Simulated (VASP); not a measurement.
Computed with G0W0 on PBE orbitals, VASP's PBE PAW potentials (set 64) (plane waves; VASP).

VASP ran on this input.

File KPOINTS:
```
Automatic mesh
0
Gamma
4 4 4
0 0 0
```

INCAR:
```
# general
SYSTEM      = MgO
PREC        = Normal
ENCUT       = 500
LREAL       = .False.
LASPH       = .True.
NBANDS      = 64

# electronic loop
ALGO        = EVGW0

# smearing
ISMEAR      = 0
SIGMA       = 0.01

# functional
GGA         = PE

# output
LWAVE       = .False.
LCHARG      = .False.

# other
NELMGW      = 1
NOMEGA      = 64
ENCUTGW     = 150
NBANDSGW    = 16
LSPECTRALGW = .True.
```

File POSCAR:
```
MgO
1
    0.0000000000     2.1050000000     2.1050000000
    2.1050000000     0.0000000000     2.1050000000
    2.1050000000     2.1050000000     0.0000000000
Mg O
1 1
Direct
  0.0000000000   0.0000000000   0.0000000000
  0.5000000000   0.5000000000   0.5000000000
```

POTCAR, in this order: Mg_sv_GW O_GW_new (PBE.64 set). Program: vasp_std. Read from the step before: WAVECAR, WAVEDER.

Output

OUTCAR:
```
 ion  position               nearest neighbor table
   1  0.000  0.000  0.000-   2 2.10   2 2.10   2 2.10   2 2.10   2 2.10   2 2.10
   2  0.500  0.500  0.500-   1 2.10   1 2.10   1 2.10   1 2.10   1 2.10   1 2.10
  LATTYP: Found a face centered cubic cell.
 ALAT       =     4.2100000000
 Subroutine PRICEL returns:
 Original cell was already a primitive cell.
 Subroutine GETGRP returns: Found 48 space group operations
The static configuration has the point symmetry O_h .
The dynamic configuration has the point symmetry O_h .
 Subroutine INISYM returns: Found 48 space group operations
 Subroutine IBZKPT returns following result:
 Found      8 irreducible k-points:

 Following reciprocal coordinates:
            Coordinates               Weight
  0.000000  0.000000  0.000000      1.000000
  0.250000  0.000000  0.000000      8.000000
  0.500000  0.000000  0.000000      4.000000
  0.250000  0.250000  0.000000      6.000000
  0.500000  0.250000  0.000000     24.000000
 -0.250000  0.250000  0.000000     12.000000
  0.500000  0.500000  0.000000      3.000000
 -0.250000  0.500000  0.250000      6.000000
 Subroutine IBZKPT_HF returns following result:
   k-points           NKPTS =      8   k-points in BZ     NKDIM =     64   number of bands    NBANDS=     64
   number of dos      NEDOS =    301   number of ions     NIONS =      2
   total plane-waves  NPLWV =   4096
   dimension x,y,z NGX =    16 NGY =   16 NGZ =   16
   dimension x,y,z NGXF=    32 NGYF=   32 NGZF=   32
   ions per type =               1   1
   PREC   = normal    normal or accurate (medium, high low for compatibility)
   ISTART =      1    job   : 0-new  1-cont  2-samecut
   ICHARG =      0    charge: 1-file 2-atom 10-const
   ISPIN  =      1    spin polarized calculation?
   LNONCOLLINEAR =      F non collinear calculations
   LSORBIT =      F    spin-orbit coupling
   INIWAV =      1    electr: 0-lowe 1-rand  2-diag
   ENCUT  =  500.0 eV  36.75 Ry    6.06 a.u.   5.43  5.43  5.43*2*pi/ulx,y,z
   NELM   =     60;   NELMIN=  2; NELMDL=  0     # of ELM steps
...
```

OSZICAR:
```
energies w=
    0.000    0.000    1.758    0.000    3.512    0.000    5.260    0.000
    6.997    0.000    8.722    0.000   10.431    0.000   12.123    0.000
   13.796    0.000   15.449    0.000   17.080    0.000   18.691    0.000
   20.281    0.000   21.850    0.000   23.401    0.000   24.933    0.000
   26.448    0.000   27.948    0.000   29.436    0.000   30.912    0.000
   32.380    0.000   33.842    0.000   35.299    0.000   36.756    0.000
   38.215    0.000   39.679    0.000   41.151    0.000   42.634    0.000
   44.132    0.000   45.649    0.000   47.188    0.000   48.755    0.000
   50.353    0.000   51.987    0.000   53.664    0.000   55.389    0.000
   57.169    0.000   59.010    0.000   60.922    0.000   62.913    0.000
   64.994    0.000   67.176    0.000   69.472    0.000   71.898    0.000
   74.471    0.000   77.211    0.000   80.142    0.000   83.291    0.000
   86.691    0.000   90.381    0.000   94.409    0.000   98.829    0.000
  103.711    0.000  109.140    0.000  115.223    0.000  122.093    0.000
  129.924    0.000  138.938    0.000  149.434    0.000  161.815    0.000
  176.642    0.000  194.718    0.000  217.234    0.000  246.037    0.000
NQ=   1    0.0000    0.0000    0.0000,
 performed         73000 updates of chi_q(r,r)
NQ=   2    0.2500    0.0000    0.0000,
 performed        220000 updates of chi_q(r,r)
NQ=   3    0.5000    0.0000    0.0000,
 performed        330000 updates of chi_q(r,r)
NQ=   4    0.2500    0.2500    0.0000,
 performed        463000 updates of chi_q(r,r)
NQ=   5    0.5000    0.2500    0.0000,
 performed        643000 updates of chi_q(r,r)
NQ=   6   -0.2500    0.2500    0.0000,
 performed        802000 updates of chi_q(r,r)
NQ=   7    0.5000    0.5000    0.0000,
 performed        904000 updates of chi_q(r,r)
NQ=   8   -0.2500    0.5000    0.2500,
 performed       1039000 updates of chi_q(r,r)
 resolving degeneracies of screened two electron integrals
```

### OUTCAR
```


 k-point   1 :       0.0000    0.0000    0.0000
  band No.  KS-energies  QP-energies   sigma(KS)   V_xc(KS)     V^pw_x(r,r')   Z            occupation Imag(sigma)

      1     -67.8932     -79.9443     -48.5595     -33.7091     -56.4607       0.8115       2.0000       0.7060
      2     -34.6243     -41.8553     -41.9710     -33.1406     -48.6730       0.8189       2.0000       0.3092
      3     -34.6243     -41.8553     -41.9710     -33.1406     -48.6730       0.8189       2.0000       0.3092
      4     -34.6243     -41.8553     -41.9710     -33.1406     -48.6730       0.8189       2.0000       0.3092
      5     -12.8383     -15.1941     -21.5679     -18.3705     -30.1792       0.7368       2.0000       1.4971
      6       4.4192       3.1383     -21.5063     -19.8778     -25.4926       0.7866       2.0000       0.2571
      7       4.4192       3.1383     -21.5063     -19.8778     -25.4926       0.7866       2.0000       0.2571
      8       4.4192       3.1383     -21.5063     -19.8778     -25.4926       0.7866       2.0000       0.2571
      9       9.1571      10.3129     -12.0604     -13.4445      -8.5269       0.8351       0.0000      -0.1657
     10      20.2187      21.3636      -8.2391      -9.6122      -3.6602       0.8338       0.0000      -0.2728
     11      20.2187      21.3636      -8.2391      -9.6122      -3.6602       0.8338       0.0000      -0.2728
     12      20.2187      21.3636      -8.2391      -9.6122      -3.6602       0.8338       0.0000      -0.2728
     13      24.1193      24.6898      -7.2126      -7.9135      -1.7171       0.8139       0.0000      -0.7391
     14      25.9098      27.4215      -9.0405     -10.8559      -4.2053       0.8327       0.0000      -0.3533
     15      25.9098      27.4215      -9.0405     -10.8559      -4.2053       0.8327       0.0000      -0.3533
     16      28.7816      30.5418     -10.8014     -12.9630      -5.0514       0.8143       0.0000      -0.6647

 k-point   2 :       0.2500    0.0000    0.0000
  band No.  KS-energies  QP-energies   sigma(KS)   V_xc(KS)     V^pw_x(r,r')   Z            occupation Imag(sigma)

      1     -67.8940     -79.9059     -48.5677     -33.7198     -56.4715       0.8090       2.0000       0.7038
      2     -34.6683     -41.8195     -41.8734     -33.0466     -48.5794       0.8102       2.0000       0.3242
      3     -34.6291     -41.8512     -41.9601     -33.1333     -48.6626       0.8182       2.0000       0.3082
      4     -34.6291     -41.8512     -41.9601     -33.1333     -48.6626       0.8182       2.0000       0.3082
      5     -12.2364     -14.5597     -22.0958     -18.9504     -30.6560       0.7386       2.0000       1.4276
      6       1.7560       0.1270     -19.0626     -16.9736     -23.0210       0.7798       2.0000       0.3151
      7       4.0740       2.7349     -21.1693     -19.4593     -25.1843       0.7831       2.0000       0.2641
      8       4.0740       2.7349     -21.1693     -19.4593     -25.1843       0.7831       2.0000       0.2641
      9      11.5210      12.8374     -12.5485     -14.1418      -8.8936       0.8262       0.0000      -0.1839
     10      16.9980      18.2873     -10.1158     -11.6867      -5.6638       0.8207       0.0000      -0.2633
     11      21.0864      22.3774      -9.0663     -10.6238      -4.3765       0.8289       0.0000      -0.2985
     12      21.0864      22.3774      -9.0663     -10.6238      -4.3765       0.8289       0.0000      -0.2985
     13      24.5758      26.0256      -9.3953     -11.1528      -4.3709       0.8249       0.0000      -0.4074
     14      24.5758      26.0256      -9.3953     -11.1528      -4.3709       0.8249       0.0000      -0.4074
     15      26.4541      27.8156      -9.7003     -11.3511      -4.0956       0.8248       0.0000      -0.6955
     16      32.2510      33.5172      -7.8325      -9.2846      -2.2584       0.8720       0.0000      -1.1953

 k-point   3 :       0.5000    0.0000    0.0000
  band No.  KS-energies  QP-energies   sigma(KS)   V_xc(KS)     V^pw_x(r,r')   Z            occupation Imag(sigma)

      1     -67.8895     -79.9659     -48.5735     -33.7270     -56.4785       0.8134       2.0000       0.7014
      2     -34.7116     -41.8176     -41.7757     -32.9541     -48.4852       0.8055       2.0000       0.3385
      3     -34.6336     -41.8411     -41.9483     -33.1251     -48.6513       0.8169       2.0000       0.3071
      4     -34.6336     -41.8411     -41.9483     -33.1251     -48.6513       0.8169       2.0000       0.3071
      5     -11.5208     -13.8024     -22.8361     -19.7615     -31.3634       0.7421       2.0000       1.3418
      6      -0.2051      -2.0900     -17.8250     -15.3752     -22.0725       0.7694       2.0000       0.4066
      7       3.7608       2.3672     -20.8947     -19.1097     -24.9491       0.7808       2.0000       0.2720
      8       3.7608       2.3672     -20.8947     -19.1097     -24.9491       0.7808       2.0000       0.2720
      9      12.3244      13.4219     -10.1399     -11.4468      -6.2022       0.8398       0.0000      -0.1926
     10      17.0457      18.9402     -14.0735     -16.4701      -9.4572       0.7905       0.0000      -0.3085
     11      20.7631      22.1783      -9.7738     -11.4764      -5.1617       0.8312       0.0000      -0.2772
     12      20.7631      22.1783      -9.7738     -11.4764      -5.1617       0.8312       0.0000      -0.2772
     13      25.3300      26.5359      -9.0652     -10.5311      -3.5635       0.8226       0.0000      -0.6052
     14      26.9270      28.3354      -9.6740     -11.4090      -3.9155       0.8117       0.0000      -0.7249
     15      26.9270      28.3354      -9.6740     -11.4090      -3.9155       0.8117       0.0000      -0.7249
     16      33.0040      34.7903      -9.3486     -11.4129      -3.8841       0.8653       0.0000      -1.1515

 k-point   4 :       0.2500    0.2500    0.0000
  band No.  KS-energies  QP-energies   sigma(KS)   V_xc(KS)     V^pw_x(r,r')   Z            occupation Imag(sigma)

      1     -67.8924     -79.9342     -48.5696     -33.7221     -56.4735       0.8110       2.0000       0.7035
      2     -34.6640     -41.8159     -41.8807     -33.0566     -48.5856       0.8105       2.0000       0.3188
      3     -34.6390     -41.8374     -41.9432     -33.1130     -48.6441       0.8152       2.0000       0.3102
      4     -34.6390     -41.8374     -41.9432     -33.1130     -48.6441       0.8152       2.0000       0.3102
      5     -12.0785     -14.3922     -22.2023     -19.0784     -30.7554       0.7406       2.0000       1.4121
      6       1.7836       0.1613     -19.0818     -17.0018     -23.0521       0.7800       2.0000       0.3141
      7       3.6811       2.2716     -20.8827     -19.0803     -24.9140       0.7820       2.0000       0.2719
      8       3.6811       2.2716     -20.8827     -19.0803     -24.9140       0.7820       2.0000       0.2719
      9      12.5044      13.9866     -13.3995     -15.2136      -9.6788       0.8170       0.0000      -0.1954
     10      15.5776      16.4978      -7.8670      -8.9610      -3.5882       0.8412       0.0000      -0.2200
     11      19.9456      21.4025     -10.2694     -12.0322      -5.5666       0.8265       0.0000      -0.2892
     12      21.9087      23.3935     -10.3443     -12.1752      -5.3130       0.8110       0.0000      -0.3844
     13      21.9087      23.3935     -10.3443     -12.1752      -5.3130       0.8110       0.0000      -0.3844
     14      27.7807      29.3478      -9.1402     -11.0266      -4.1649       0.8308       0.0000      -0.4282
     15      31.7481      33.3630      -9.4528     -11.3951      -3.7419       0.8314       0.0000      -0.8380
     16      31.7481      33.3630      -9.4528     -11.3951      -3.7419       0.8314       0.0000      -0.8380

 k-point   5 :       0.5000    0.2500    0.0000
  band No.  KS-energies  QP-energies   sigma(KS)   V_xc(KS)     V^pw_x(r,r')   Z            occupation Imag(sigma)

      1     -67.8876     -80.0381     -48.5752     -33.7291     -56.4800       0.8184       2.0000       0.7017
      2     -34.6932     -41.8237     -41.8231     -32.9963     -48.5261       0.8078       2.0000       0.3251
      3     -34.6552     -41.8274     -41.9077     -33.0790     -48.6083       0.8124       2.0000       0.3113
      4     -34.6437     -41.8320     -41.9296     -33.1046     -48.6311       0.8145       2.0000       0.3090
      5     -11.4207     -13.7004     -22.8325     -19.7830     -31.3607       0.7476       2.0000       1.3388
      6       0.6055      -1.2083     -18.3941     -16.0547     -22.5639       0.7753       2.0000       0.3653
      7       2.5044       0.9137     -19.6774     -17.6461     -23.7005       0.7831       2.0000       0.2988
      8       3.4000       1.9417     -20.6733     -18.8061     -24.7472       0.7811       2.0000       0.2800
      9      14.1234      15.3790     -10.6963     -12.2105      -6.6250       0.8293       0.0000      -0.2118
     10      16.0046      17.5893     -12.3154     -14.2748      -7.9981       0.8087       0.0000      -0.2540
     11      17.7362      19.1855     -10.7908     -12.5476      -6.2685       0.8250       0.0000      -0.2574
     12      22.1109      23.7120     -10.8976     -12.8738      -5.8643       0.8102       0.0000      -0.3798
     13      23.2418      24.7204     -10.3831     -12.2097      -5.0302       0.8094       0.0000      -0.5006
     14      28.9030      30.3302      -9.2696     -11.0011      -3.6415       0.8242       0.0000      -0.7643
     15      31.1929      32.7542      -9.1673     -11.0238      -3.5707       0.8410       0.0000      -0.8648
     16      32.4512      34.4270     -10.4461     -12.7889      -4.6539       0.8434       0.0000      -1.0026

 k-point   6 :      -0.2500    0.2500    0.0000
  band No.  KS-energies  QP-energies   sigma(KS)   V_xc(KS)     V^pw_x(r,r')   Z            occupation Imag(sigma)

      1     -67.8896     -79.9484     -48.5737     -33.7271     -56.4785       0.8122       2.0000       0.7020
      2     -34.6858     -41.8255     -41.8347     -33.0100     -48.5418       0.8091       2.0000       0.3280
      3     -34.6574     -41.8127     -41.9057     -33.0750     -48.6050       0.8103       2.0000       0.3120
      4     -34.6337     -41.8327     -41.9475     -33.1248     -48.6505       0.8160       2.0000       0.3070
      5     -11.6057     -13.8846     -22.6795     -19.6026     -31.2095       0.7406       2.0000       1.3566
...
```
(Selected blocks of OUTCAR.)

The mesh is coarse and the basis finite, so the quasiparticle values are not converged.

The compound is MgO in the rock salt structure. The cell was not relaxed at this level. The k-mesh is coarse (spacing up to 0.65 per Å, 2π included), so the numbers may not be converged in it.
